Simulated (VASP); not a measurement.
Data:

```
IrSe
1.0
   -1.59041     1.59041     5.38435
    1.59041    -1.59041     5.38435
    1.59041     1.59041    -5.38435
Ir Se
2 2
Direct
  0.75000   0.75000   0.00000
  0.50000   0.00000   0.50000
  0.16600   0.16600   0.00000
  0.91600   0.41600   0.50000
```

All values below come from PBE GGA, VASP's PBE PAW potentials (set 64) (plane waves; VASP). Run with 300 eV cut-off, 7×7×7 Γ-centred mesh, Gaussian smearing of 0.10 eV, potentials Ir Se.

### Question
Give the energies of bands 5 to 18 at the high-symmetry points, in eV from the Fermi level.

### Answer

```json
[
 {"band": "5", "Γ": "-6.25", "X": "-8.86", "P": "-8.81", "N": "-7.38", "M": "-6.73", "S": "-7.31", "R": "-8.79"},
 {"band": "6", "Γ": "-6.25", "X": "-8.86", "P": "-8.81", "N": "-7.27", "M": "-6.73", "S": "-7.24", "R": "-8.79"},
 {"band": "7", "Γ": "-5.80", "X": "-6.86", "P": "-6.90", "N": "-6.23", "M": "-6.35", "S": "-6.21", "R": "-6.83"},
 {"band": "8", "Γ": "-5.50", "X": "-6.86", "P": "-6.90", "N": "-5.71", "M": "-6.35", "S": "-5.93", "R": "-6.83"},
 {"band": "9", "Γ": "-5.19", "X": "-4.15", "P": "-4.10", "N": "-5.18", "M": "-4.00", "S": "-5.21", "R": "-4.21"},
 {"band": "10", "Γ": "-5.19", "X": "-4.15", "P": "-4.10", "N": "-3.95", "M": "-4.00", "S": "-4.13", "R": "-4.21"},
 {"band": "11", "Γ": "-3.34", "X": "-1.48", "P": "-1.47", "N": "-3.75", "M": "-3.06", "S": "-3.54", "R": "-1.58"},
 {"band": "12", "Γ": "-2.76", "X": "-1.48", "P": "-1.47", "N": "-2.71", "M": "-3.06", "S": "-2.49", "R": "-1.58"},
 {"band": "13", "Γ": "-1.34", "X": "-1.09", "P": "-1.16", "N": "-1.77", "M": "-1.99", "S": "-1.88", "R": "-1.09"},
 {"band": "14", "Γ": "-0.33", "X": "-1.09", "P": "-1.16", "N": "-1.28", "M": "-1.99", "S": "-1.20", "R": "-1.09"},
 {"band": "15", "Γ": "-0.33", "X": "0.18", "P": "0.13", "N": "-0.99", "M": "-0.31", "S": "-0.87", "R": "0.16"},
 {"band": "16", "Γ": "0.80", "X": "0.18", "P": "0.13", "N": "0.18", "M": "-0.31", "S": "0.14", "R": "0.16"},
 {"band": "17", "Γ": "0.80", "X": "1.27", "P": "1.39", "N": "1.97", "M": "2.05", "S": "2.02", "R": "1.48"},
 {"band": "18", "Γ": "1.01", "X": "1.27", "P": "1.39", "N": "3.33", "M": "2.05", "S": "3.08", "R": "1.48"}
]
```

It has no gap at this level: it comes out as a metal or semimetal.

The structure was generated: IrSe was put into an ordered model structure, which need not be its known phase. The cell was not relaxed at this level. The k-mesh is coarse (spacing up to 0.40 per Å, 2π included), so the numbers may not be converged in it.
